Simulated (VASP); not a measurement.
A run of VASP 6.6.1 is set up as follows.

INCAR

```
SYSTEM = Co
  PREC = Accurate
  ENCUT = 520
  EDIFF = 1E-7
  ISMEAR = 0
  SIGMA = 0.1
  LREAL = .False.
  LASPH = .True.
  NELM = 150
  ALGO = Normal
  ISIF = 3
  LWAVE = .False.
  LCHARG = .False.
  ISPIN = 2
  MAGMOM = 1.5 1.5
  LORBIT = 11
  LMAXMIX = 4
  GGA = PE
  IBRION = 2
  NSW = 80
  EDIFFG = -0.002
```

File KPOINTS:

```
Automatic mesh
0
Gamma
  12 12 6
  0 0 0
```

The input POSCAR:

```
Co                                      
1.0
    2.4952955327      0.0000000000      0.0000000000
   -1.2476477663      2.1609893238     -0.0000000000
    0.0000000000     -0.0000000000      4.0232931294
  Co            
     2
Direct
     0.3333333300000021    0.6666666699999979    0.2500000000000000
     0.6666666699999979    0.3333333300000021    0.7500000000000000
```

Potentials or basis: VASP PAW PBE potentials, release 64 (Co).

Command:

```bash
$ cat potpaw_PBE.64/Co/POTCAR > POTCAR
$ mpirun -np 1 vasp_std > vasp.out
```

(1) What does it give for the band gap on the k mesh?

(2) What does it give for the net moment?

## Answers

(1) none (metal or under the smearing width).

(2) 3.27 μB per cell.

Caveat: the relaxation stopped at its first step, so nothing moved.
